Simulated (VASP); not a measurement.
# Ni3Hg (Pm-3m) in VASP: single point with PBEsol

Aim: the single point of Ni3Hg with PBEsol.

Everything below comes from runs of VASP 6.6.1. Logs are shortened: lines on timing, memory, paths and dates and some standing lists are left out, and cuts for length are marked.

## (1) The structure

Symmetry: Pm-3m, No. 221, cubic system. The conventional cell has a = 3.745 Å, b = 3.745 Å, c = 3.745 Å, α = 90.00°, β = 90.00°, γ = 90.00°. Ni (site symmetry 4/mmm) is surrounded by 8 Ni at 2.65 Å and 4 Hg at 2.65 Å. Around Hg (site symmetry m-3m) lie 12 Ni at 2.65 Å.

The cell comes from a database or a generator and needn't be the stable form of this composition.

## (2) Single point, PBEsol, collinear spin, typed start

The input, INCAR:

```
SYSTEM = Ni3Hg
PREC = Accurate ; ENCUT = 520
EDIFF = 1E-7 ; ISMEAR = 0
SIGMA = 0.1 ; LREAL = .FALSE.
LASPH = .TRUE. ; NELM = 150
ALGO = Normal ; ISIF = 2
LWAVE = .FALSE. ; LCHARG = .FALSE.
ISPIN = 2 ; MAGMOM = 2 2 2 0
LORBIT = 11 ; LMAXMIX = 4
GGA = PS ; NBANDS = 33
```

The input, KPOINTS:

```
Automatic mesh
0
G
  6 6 6
  0 0 0
```

The input, POSCAR:

```
Ni3Hg
1.0
    3.7449110000      0.0000000000      0.0000000000
    0.0000000000      3.7449110000      0.0000000000
    0.0000000000      0.0000000000      3.7449110000
Ni Hg
3 1
Direct
    0.0000000000      0.5000000000      0.5000000000
    0.5000000000      0.0000000000      0.5000000000
    0.5000000000      0.5000000000      0.0000000000
    0.0000000000      0.0000000000      0.0000000000
```

Potentials or basis: VASP PAW PBE potentials, release 64 (Ni, Hg).

Command:

```
$ cat potpaw_PBE.64/Ni/POTCAR potpaw_PBE.64/Hg/POTCAR > POTCAR
$ mpirun -np 1 vasp_std > vasp.out
```

OUTCAR:

```text
SYSTEM = Ni3Hg
   PREC = Accurate
   ENCUT = 520
   EDIFF = 1E-7
   ISMEAR = 0
   LREAL = .FALSE.
   LASPH = .TRUE.
   NELM = 150
   ISIF = 2
   ISPIN = 2
   LORBIT = 11
   GGA = PS

 ion  position               nearest neighbor table
   1  0.000  0.500  0.500-   2 2.65   3 2.65   4 2.65   3 2.65   4 2.65   2 2.65   4 2.65   4 2.65
                             2 2.65   3 2.65   3 2.65   2 2.65
   2  0.500  0.000  0.500-   1 2.65   3 2.65   4 2.65   3 2.65   4 2.65   1 2.65   3 2.65   3 2.65
                             1 2.65   4 2.65   4 2.65   1 2.65
   3  0.500  0.500  0.000-   1 2.65   2 2.65   4 2.65   1 2.65   2 2.65   2 2.65   4 2.65   2 2.65
                             1 2.65   4 2.65   1 2.65   4 2.65
   4  0.000  0.000  0.000-   1 2.65   2 2.65   3 2.65   1 2.65   2 2.65   1 2.65   3 2.65   1 2.65
                             2 2.65   3 2.65   2 2.65   3 2.65

  LATTYP: Found a simple cubic cell.
 ALAT       =     3.7449110000

  Lattice vectors:

 A1 = (   3.7449110000,   0.0000000000,   0.0000000000)
 A2 = (   0.0000000000,   3.7449110000,   0.0000000000)
 A3 = (   0.0000000000,   0.0000000000,   3.7449110000)

Analysis of symmetry for initial positions (statically):
=====================================================================
 Subroutine PRICEL returns:
 Original cell was already a primitive cell.

 Routine SETGRP: Setting up the symmetry group for a
 simple cubic supercell.

 Subroutine GETGRP returns: Found 48 space group operations
 (whereof 48 operations were pure point group operations)
 out of a pool of 48 trial point group operations.

The static configuration has the point symmetry O_h .

Analysis of symmetry for dynamics (positions and initial velocities):
=====================================================================
 Subroutine PRICEL returns:
 Original cell was already a primitive cell.

 Routine SETGRP: Setting up the symmetry group for a
 simple cubic supercell.

 Subroutine GETGRP returns: Found 48 space group operations
 (whereof 48 operations were pure point group operations)
 out of a pool of 48 trial point group operations.

The dynamic configuration has the point symmetry O_h .

Analysis of structural, dynamic, and magnetic symmetry:
=====================================================================
 Subroutine PRICEL returns:
 Original cell was already a primitive cell.

 Routine SETGRP: Setting up the symmetry group for a
 simple cubic supercell.

 Subroutine GETGRP returns: Found 48 space group operations
 (whereof 48 operations were pure point group operations)
 out of a pool of 48 trial point group operations.

The overall configuration has the point symmetry O_h .

 Subroutine INISYM returns: Found 48 space group operations
 (whereof 48 operations are pure point group operations),
 and found     1 'primitive' translations

----------------------------------------------------------------------------------------

                                     Primitive cell

  volume of cell :      52.5200

  direct lattice vectors                    reciprocal lattice vectors
     3.744911000  0.000000000  0.000000000     0.267029043  0.000000000  0.000000000
     0.000000000  3.744911000  0.000000000     0.000000000  0.267029043  0.000000000
     0.000000000  0.000000000  3.744911000     0.000000000  0.000000000  0.267029043

  length of vectors
     3.744911000  3.744911000  3.744911000     0.267029043  0.267029043  0.267029043

  position of ions in fractional coordinates (direct lattice)
     0.000000000  0.500000000  0.500000000
     0.500000000  0.000000000  0.500000000
     0.500000000  0.500000000  0.000000000
     0.000000000  0.000000000  0.000000000

  ion indices of the primitive-cell ions
   primitive index   ion index
                 1           1
                 2           2
                 3           3
                 4           4

----------------------------------------------------------------------------------------

 KPOINTS: Automatic mesh

Automatic generation of k-mesh.
 Grid dimensions read from file:
 generate k-points for:    6    6    6

 Generating k-lattice:

  Cartesian coordinates                     Fractional coordinates (reciprocal lattice)
     0.044504840  0.000000000  0.000000000     0.166666667  0.000000000  0.000000000
     0.000000000  0.044504840  0.000000000     0.000000000  0.166666667  0.000000000
     0.000000000  0.000000000  0.044504840     0.000000000  0.000000000  0.166666667

  Length of vectors
     0.044504840  0.044504840  0.044504840

  Shift w.r.t. Gamma in fractional coordinates (k-lattice)
     0.000000000  0.000000000  0.000000000

 Subroutine IBZKPT returns following result:
 ===========================================

 Found     20 irreducible k-points:

 Following reciprocal coordinates:
            Coordinates               Weight
  0.000000  0.000000  0.000000      1.000000
  0.166667  0.000000  0.000000      6.000000
  0.333333  0.000000  0.000000      6.000000
  0.500000  0.000000  0.000000      3.000000
  0.166667  0.166667  0.000000     12.000000
  0.333333  0.166667  0.000000     24.000000
[... 12 lines left out ...]
  0.500000  0.500000  0.333333      6.000000
  0.500000  0.500000  0.500000      1.000000
   k-points           NKPTS =     20   k-points in BZ     NKDIM =     20   number of bands    NBANDS=     33
   number of dos      NEDOS =    301   number of ions     NIONS =      4
   total plane-waves  NPLWV =  21952
   dimension x,y,z NGX =    28 NGY =   28 NGZ =   28
   dimension x,y,z NGXF=    56 NGYF=   56 NGZF=   56
   ions per type =               3   1
   NGX,Y,Z   is equivalent  to a cutoff of  12.43, 12.43, 12.43 a.u.
   NGXF,Y,Z  is equivalent  to a cutoff of  24.86, 24.86, 24.86 a.u.
 SYSTEM =  Ni3Hg
   PREC   = accura    normal or accurate (medium, high low for compatibility)
   ISTART =      0    job   : 0-new  1-cont  2-samecut
   ICHARG =      2    charge: 1-file 2-atom 10-const
   ISPIN  =      2    spin polarized calculation?
   LNONCOLLINEAR =      F non collinear calculations
   LSORBIT =      F    spin-orbit coupling
   LASPH  =      T    aspherical Exc in radial PAW
   ENCUT  =  520.0 eV  38.22 Ry    6.18 a.u.   6.96  6.96  6.96*2*pi/ulx,y,z
   NELM   =    150;   NELMIN=  2; NELMDL= -5     # of ELM steps
   EDIFF  = 0.1E-06   stopping-criterion for ELM
   LREAL  =      F    real-space projection
   EDIFFG = 0.1E-05   stopping-criterion for IOM
   NSW    =      0    number of steps for IOM
   IBRION =     -1    ionic relax: 0-MD 1-quasi-New 2-CG
   NFREE  =      0    steps in history (QN), initial steepest desc. (CG)
   ISIF   =      2    stress and relaxation
   ISYM   =      2    0-nonsym 1-usesym 2-fastsym
   POTIM  = 0.5000    time-step for ionic-motion
   TEBEG  =    0.0;   TEEND  =   0.0 temperature during run
   PSTRESS=    0.0 pullay stress
   NELECT =      42.0000    total number of electrons
   NUPDOWN=      -1.0000    fix difference up-down
   EMIN   =  10.00;   EMAX   =-10.00  energy-range for DOS
   EFERMI =   0.00;   METHOD = LEGACY
   ISMEAR =     0;   SIGMA  =   0.10  broadening in eV -4-tet -1-fermi 0-gaus
   EFERMI_NEDOS =   21; number of points for ismear=-14 and -15
   IALGO  =     38    algorithm
   IMIX   =      4    mixing-type and parameters
     AMIX     =   0.40;   BMIX     =  1.00
     AMIX_MAG =   1.60;   BMIX_MAG =  1.00
  volume/ion in A,a.u.               =      13.13        88.61
  Fermi-wavevector in a.u.,A,eV,Ry     =   1.519555  2.871543 31.416498  2.309047
  Thomas-Fermi vector in A             =   2.628525
   LORBIT       =     11    0 simple, 1 ext, 2 COOP (PROOUT), +10 PAW based schemes
   GGA     = PS    functional components
   LHFCALC =     F    Hartree Fock is set to
   AEXX    =    0.0000 exact exchange contribution
   IVDW    =     0    specifies the selected vdW correction
   LEPSILON=     F    determine dielectric tensor
   LRPA    =     F    only Hartree local field effects (RPA)
 spin polarized calculation
 Gauss-broadening in eV      SIGMA  =   0.10
  energy-cutoff  :      520.00
  volume of cell :       52.52
 maximum number of plane-waves:      1434
 NGX is ok and might be reduce to    28
   NGX = 13   NGY = 13   NGZ = 13

 number of electron      41.9999926 magnetization       1.2012258

 Free energy of the ion-electron system (eV)
  ---------------------------------------------------
  ext. energy  EPLUGINS =         0.00000000
  ---------------------------------------------------
  free energy    TOTEN  =       -18.26707741 eV

  energy without entropy =      -18.24143167  energy(sigma->0) =      -18.25425454

 E-fermi :   7.0793     XC(G=0): -12.9214

 val. band max:        7.0695983851   @ k =   0.5000   0.5000   0.1667
 cond. band min:       7.0806483943   @ k =   0.1667   0.0000   0.0000
 fundamental gap:      0.0110500092
 Fermi energy:         7.0793270517

 spin component 1

 k-point     1 :       0.0000    0.0000    0.0000
  band No.  band energies     occupation
      1      -2.6522      1.00000
      2      -1.0438      1.00000
      3      -1.0438      1.00000
      4      -0.4452      1.00000
      5      -0.4452      1.00000
      6      -0.4452      1.00000
[... 25 lines left out ...]
     32      19.8983      0.00000
     33      19.8983      0.00000

 k-point     2 :       0.1667    0.0000    0.0000
  band No.  band energies     occupation
      1      -2.3318      1.00000
      2      -0.9805      1.00000
      3      -0.8903      1.00000
      4      -0.4261      1.00000
      5      -0.4261      1.00000
      6      -0.4194      1.00000
[... 25 lines left out ...]
     32      19.9651      0.00000
     33      19.9651      0.00000
[... 610 lines left out ...]
     32      25.0535      0.00000
     33      26.3515      0.00000

 k-point    20 :       0.5000    0.5000    0.5000
  band No.  band energies     occupation
      1      -0.9956      1.00000
      2      -0.9956      1.00000
      3      -0.9956      1.00000
      4       0.1597      1.00000
      5       0.1597      1.00000
      6       1.5799      1.00000
[... 25 lines left out ...]
     32      26.5787      0.00000
     33      26.9320      0.00000
 Fermi energy:         7.0793270517

 spin component 2

 k-point     1 :       0.0000    0.0000    0.0000
  band No.  band energies     occupation
      1      -2.6556      1.00000
      2      -1.0323      1.00000
      3      -1.0323      1.00000
      4      -0.4277      1.00000
      5      -0.4277      1.00000
      6      -0.4277      1.00000
[... 25 lines left out ...]
     32      19.8967      0.00000
     33      19.8967      0.00000

 k-point     2 :       0.1667    0.0000    0.0000
  band No.  band energies     occupation
      1      -2.3352      1.00000
      2      -0.9709      1.00000
      3      -0.8801      1.00000
      4      -0.4128      1.00000
      5      -0.4128      1.00000
      6      -0.4035      1.00000
[... 25 lines left out ...]
     32      19.9850      0.00000
     33      19.9850      0.00000
[... 610 lines left out ...]
     32      25.0337      0.00000
     33      26.3616      0.00000

 k-point    20 :       0.5000    0.5000    0.5000
  band No.  band energies     occupation
      1      -0.9822      1.00000
      2      -0.9822      1.00000
      3      -0.9822      1.00000
      4       0.1643      1.00000
      5       0.1643      1.00000
      6       1.6843      1.00000
[... 25 lines left out ...]
     32      26.5243      0.00000
     33      26.9864      0.00000

------------------------ aborting loop because EDIFF is reached ----------------------------------------

  FORCE on cell =-STRESS in cart. coord.  units (eV):
  Direction    XX          YY          ZZ          XY          YZ          ZX
  --------------------------------------------------------------------------------------
  -------------------------------------------------------------------------------------
  Total       -2.1022367     -2.1022367     -2.1022367      0.0000000     -0.0000000      0.0000000
  in kB      -64.1309544    -64.1309544    -64.1309544      0.0000000     -0.0000000      0.0000000
  external PRESSURE =     -64.1309544 kB  Pullay stress =       0.0000000 kB

 VOLUME and BASIS-vectors are now :
 -----------------------------------------------------------------------------
  energy-cutoff  :      520.00
  volume of cell :       52.52
      direct lattice vectors                 reciprocal lattice vectors
     3.744911000  0.000000000  0.000000000     0.267029043  0.000000000  0.000000000
     0.000000000  3.744911000  0.000000000     0.000000000  0.267029043  0.000000000
     0.000000000  0.000000000  3.744911000     0.000000000  0.000000000  0.267029043

 POSITION                                       TOTAL-FORCE (eV/Angst)
 -----------------------------------------------------------------------------------
      0.00000      1.87246      1.87246         0.000000      0.000000      0.000000
      1.87246      0.00000      1.87246         0.000000      0.000000      0.000000
      1.87246      1.87246      0.00000         0.000000      0.000000      0.000000
      0.00000      0.00000      0.00000         0.000000      0.000000      0.000000
 -----------------------------------------------------------------------------------
    total drift:                                0.000000      0.000000      0.000000

  FREE ENERGIE OF THE ION-ELECTRON SYSTEM (eV)
  ---------------------------------------------------
  free  energy   TOTEN  =       -18.2670774092 eV

  energy  without entropy=      -18.2414316726  energy(sigma->0) =      -18.25425454

 total charge

# of ion       s       p       d       tot
------------------------------------------
    1        0.418   0.391   8.372   9.181
    2        0.418   0.391   8.372   9.181
    3        0.418   0.391   8.372   9.181
    4        0.812   0.651   9.266  10.730
--------------------------------------------------
tot          2.067   1.824  34.382  38.273

 magnetization (x)

# of ion       s       p       d       tot
------------------------------------------
    1       -0.001  -0.006   0.421   0.414
    2       -0.001  -0.006   0.421   0.414
    3       -0.001  -0.006   0.421   0.414
    4        0.001  -0.016   0.004  -0.011
--------------------------------------------------
tot         -0.003  -0.033   1.268   1.232
```

It took 64 s on 1 thread of AMD EPYC 7R43 (Zen 3), shared host; peak memory 0.17 GiB.

Results:

- Free energy: -18.2671 eV
- Pressure: -6.4 GPa
- Band gap on the k mesh: none (metal or under the smearing width)
- Net moment: 1.20 μB per cell
- Site moments: Ni +0.41; Hg -0.01 μB
- Valence electrons inside the program's atomic spheres: Ni 9.18; Hg 10.73

Caveat: the PAW data sets were made with another functional, which shifts forces and pressure a little. The run has no spin-orbit coupling, so splittings on Hg are missing.
